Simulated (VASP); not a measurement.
Computed with PBE GGA, VASP's PBE PAW potentials (set 64) (plane waves; VASP 6.6.1).

The input files of a VASP run:

File KPOINTS:
```
Automatic mesh
0
gamma
5 5 5
0 0 0
```

**POSCAR**
```
Na2S
4.6244780
  0.0000000000   0.7071068345   0.7071068345
  0.7071068345   0.0000000000   0.7071068345
  0.7071068345   0.7071068345   0.0000000000
Na S
2 1
Direct
  0.2500000000   0.2500000000   0.2500000000
  0.7500000000   0.7500000000   0.7500000000
  0.0000000000   0.0000000000   0.0000000000
```

### INCAR
```
# general
SYSTEM = Na2S
PREC   = Accurate
ENCUT  = 400
LREAL  = F
LASPH  = T

# electronic loop
EDIFF  = 1E-6
NELM   = 100
ALGO   = Normal

# smearing
ISMEAR = 0
SIGMA  = 0.05

# functional
GGA    = PE

# ions
ISIF   = 2

# output
LWAVE  = F
LCHARG = F
```

POTCAR, in this order: Na_pv S (PBE.64 set). Program: vasp_std.

Q: What will the output report for the number of irreducible k-points (NKPTS), number of bands (NBANDS), largest plane-wave count, number of space-group operations, FFT grid (NGX, NGY, NGZ)?

A: 
| Quantity | Result |
|---|---|
| number of irreducible k-points (NKPTS) | 10 |
| number of bands (NBANDS) | 14 |
| largest plane-wave count | 1295 |
| number of space-group operations | 48 |
| FFT grid (NGX, NGY, NGZ) | 30 × 30 × 30 |

The compound is Na2S in the antifluorite structure. The cell was not relaxed at this level.
